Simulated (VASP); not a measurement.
Given:

```
CELL_PARAMETERS angstrom
      0.00000     3.37933     3.37933
      3.37933     0.00000     3.37933
      3.37933     3.37933     0.00000
ATOMIC_POSITIONS crystal
  Hg 0.00000 0.00000 0.00000
  Te 0.25000 0.25000 0.25000
```

Method: RPBE GGA, VASP's PBE PAW potentials (set 64) (plane waves; VASP). Run with 520 eV cut-off, 9×9×9 Γ-centred mesh, first-order Methfessel-Paxton smearing of 0.10 eV, potentials Hg Te.

Unless said otherwise, spin-orbit coupling is left out, though it shifts the bands of the heavy elements here.

Question: What does the run give for the energy per atom (σ→0), band gap (on the k-mesh) with the smallest direct gap where there is one?

Answer: 
- band gap (on the k-mesh): none (metal, semimetal or under 0.01 eV)
- energy per atom (σ→0): -1.485 eV/atom

The absolute energy has meaning only against runs of the same code, potentials and settings.

The compound is HgTe in the zinc blende structure. It was relaxed first, which changed the volume by +15 %. The start is the result of an earlier pass.
